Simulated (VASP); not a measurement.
Method: PBEsol GGA, VASP's PBE PAW potentials (set 64) (plane waves; VASP).

VASP input:

**INCAR**
```
GGA  =  PS   ! PBEsol
ALGO  =  Normal   ! blocked Davidson
NELM  =  100   ! most electronic steps
LCHARG  =  .FALSE.
LWAVE  =  .FALSE.
LASPH  =  .TRUE.   ! aspherical one-centre terms
PREC  =  Accurate
SYSTEM  =  Ge
LREAL  =  .FALSE.   ! projection in real space or not
SIGMA  =  0.1   ! width (eV)
LMAXMIX  =  4
ISIF  =  2
ENCUT  =  480   ! plane-wave cut-off (eV)
ISMEAR  =  1
EDIFF  =  1E-7   ! SCF stop (eV)
```

KPOINTS:
```
kpoints
0
gamma
  10 10 10
```

### POSCAR
```
Ge
1
    0.0000000000     2.8319471054     2.8319471054
    2.8319471054     0.0000000000     2.8319471054
    2.8319471054     2.8319471054    -0.0000000000
Ge
2
Direct
  0.0000000000   0.0000000000   0.0000000000
  0.2500000000   0.2500000000   0.2500000000
```

POTCAR, in this order: Ge_d (PBE.64 set). Program: vasp_std.

Output

### OUTCAR
```
 ion  position               nearest neighbor table
   1  0.000  0.000  0.000-   2 2.45   2 2.45   2 2.45   2 2.45
   2  0.250  0.250  0.250-   1 2.45   1 2.45   1 2.45   1 2.45
  LATTYP: Found a face centered cubic cell.
 ALAT       =     5.6638942108
 Subroutine PRICEL returns:
 Original cell was already a primitive cell.
 Subroutine GETGRP returns: Found 48 space group operations
The static configuration has the point symmetry T_d .
 The point group associated with its full space group is O_h .
The dynamic configuration has the point symmetry T_d .
 Subroutine INISYM returns: Found 48 space group operations
 Subroutine IBZKPT returns following result:
 Found     47 irreducible k-points:

 Following reciprocal coordinates:
            Coordinates               Weight
  0.000000  0.000000  0.000000      1.000000
  0.100000  0.000000  0.000000      8.000000
  0.200000  0.000000  0.000000      8.000000
  0.300000  0.000000  0.000000      8.000000
  0.400000  0.000000  0.000000      8.000000
  0.500000  0.000000  0.000000      4.000000
  0.100000  0.100000  0.000000      6.000000
  0.200000  0.100000  0.000000     24.000000
  0.300000  0.100000  0.000000     24.000000
  0.400000  0.100000  0.000000     24.000000
  0.500000  0.100000  0.000000     24.000000
 -0.400000  0.100000  0.000000     24.000000
 -0.300000  0.100000  0.000000     24.000000
 -0.200000  0.100000  0.000000     24.000000
 -0.100000  0.100000  0.000000     12.000000
  0.200000  0.200000  0.000000      6.000000
  0.300000  0.200000  0.000000     24.000000
  0.400000  0.200000  0.000000     24.000000
  0.500000  0.200000  0.000000     24.000000
 -0.400000  0.200000  0.000000     24.000000
 -0.300000  0.200000  0.000000     24.000000
 -0.200000  0.200000  0.000000     12.000000
  0.300000  0.300000  0.000000      6.000000
  0.400000  0.300000  0.000000     24.000000
  0.500000  0.300000  0.000000     24.000000
 -0.400000  0.300000  0.000000     24.000000
 -0.300000  0.300000  0.000000     12.000000
  0.400000  0.400000  0.000000      6.000000
  0.500000  0.400000  0.000000     24.000000
 -0.400000  0.400000  0.000000     12.000000
  0.500000  0.500000  0.000000      3.000000
  0.300000  0.200000  0.100000     24.000000
  0.400000  0.200000  0.100000     48.000000
  0.500000  0.200000  0.100000     48.000000
 -0.400000  0.200000  0.100000     24.000000
  0.400000  0.300000  0.100000     24.000000
  0.500000  0.300000  0.100000     48.000000
 -0.400000  0.300000  0.100000     48.000000
 -0.300000  0.300000  0.100000     48.000000
 -0.200000  0.300000  0.100000     24.000000
   k-points           NKPTS =     47   k-points in BZ     NKDIM =     47   number of bands    NBANDS=     18
   number of dos      NEDOS =    301   number of ions     NIONS =      2
   total plane-waves  NPLWV =  27000
   dimension x,y,z NGX =    30 NGY =   30 NGZ =   30
   dimension x,y,z NGXF=    60 NGYF=   60 NGZF=   60
   ions per type =               2
   PREC   = accura    normal or accurate (medium, high low for compatibility)
   ISTART =      0    job   : 0-new  1-cont  2-samecut
   ICHARG =      2    charge: 1-file 2-atom 10-const
   ISPIN  =      1    spin polarized calculation?
   LNONCOLLINEAR =      F non collinear calculations
   LSORBIT =      F    spin-orbit coupling
   INIWAV =      1    electr: 0-lowe 1-rand  2-diag
   ENCUT  =  480.0 eV  35.28 Ry    5.94 a.u.   7.15  7.15  7.15*2*pi/ulx,y,z
   NELM   =    100;   NELMIN=  2; NELMDL= -5     # of ELM steps
   EDIFF  = 0.1E-06   stopping-criterion for ELM
   LREAL  =      F    real-space projection
   NLSPLINE    = F    spline interpolate recip. space projectors
...
```

File OSZICAR:
```
       N       E                     dE             d eps       ncg     rms          rms(c)
DAV:   1     0.156529839671E+03    0.15653E+03   -0.14818E+04  1758   0.409E+03
DAV:   2     0.982317214010E+01   -0.14671E+03   -0.14408E+03  1708   0.507E+02
DAV:   3    -0.941583896919E+01   -0.19239E+02   -0.19073E+02  1826   0.142E+02
DAV:   4    -0.100117967135E+02   -0.59596E+00   -0.59465E+00  1950   0.289E+01
DAV:   5    -0.100214901555E+02   -0.96934E-02   -0.96916E-02  1876   0.380E+00    0.325E+00
DAV:   6    -0.992114864932E+01    0.10034E+00   -0.39049E-02  2032   0.267E+00    0.187E+00
DAV:   7    -0.986925196491E+01    0.51897E-01   -0.74281E-02  1744   0.285E+00    0.161E-01
DAV:   8    -0.987033014341E+01   -0.10782E-02   -0.82123E-03  1878   0.148E+00    0.487E-02
DAV:   9    -0.987042217435E+01   -0.92031E-04   -0.33021E-04  2008   0.326E-01    0.148E-02
DAV:  10    -0.987043498019E+01   -0.12806E-04   -0.26086E-05  1908   0.602E-02    0.557E-03
DAV:  11    -0.987043645252E+01   -0.14723E-05   -0.23966E-06  2062   0.145E-02    0.138E-03
DAV:  12    -0.987043626302E+01    0.18949E-06   -0.56851E-07  2002   0.152E-02    0.294E-04
DAV:  13    -0.987043621511E+01    0.47913E-07   -0.11449E-08   940   0.151E-03
   1 F= -.98704362E+01 E0= -.98704455E+01  d E =0.278436E-04
```

OUTCAR:
```
------------------------ aborting loop because EDIFF is reached ----------------------------------------
  FORCE on cell =-STRESS in cart. coord.  units (eV):
  Direction    XX          YY          ZZ          XY          YZ          ZX
  --------------------------------------------------------------------------------------
  Total        0.0509920      0.0509920      0.0509920      0.0000000      0.0000000      0.0000000
  in kB        1.7985692      1.7985692      1.7985692      0.0000000      0.0000000      0.0000000
  external PRESSURE =       1.7985692 kB  Pullay stress =       0.0000000 kB
  volume of cell :       45.42
      direct lattice vectors                 reciprocal lattice vectors
     0.000000000  2.831947105  2.831947105    -0.176556970  0.176556970  0.176556970
     2.831947105  0.000000000  2.831947105     0.176556970 -0.176556970  0.176556970
     2.831947105  2.831947105  0.000000000     0.176556970  0.176556970 -0.176556970
 POSITION                                       TOTAL-FORCE (eV/Angst)
 -----------------------------------------------------------------------------------
      0.00000      0.00000      0.00000        -0.000000     -0.000000     -0.000000
      1.41597      1.41597      1.41597         0.000000      0.000000      0.000000
 -----------------------------------------------------------------------------------
    total drift:                                0.000000     -0.000000      0.000000
  FREE ENERGIE OF THE ION-ELECTRON SYSTEM (eV)
  ---------------------------------------------------
  free  energy   TOTEN  =        -9.8704362151 eV

  energy  without entropy=       -9.8704640587  energy(sigma->0) =       -9.87044550
```
(Selected blocks of OUTCAR.)

The compound is Ge in the diamond structure. It was relaxed first.
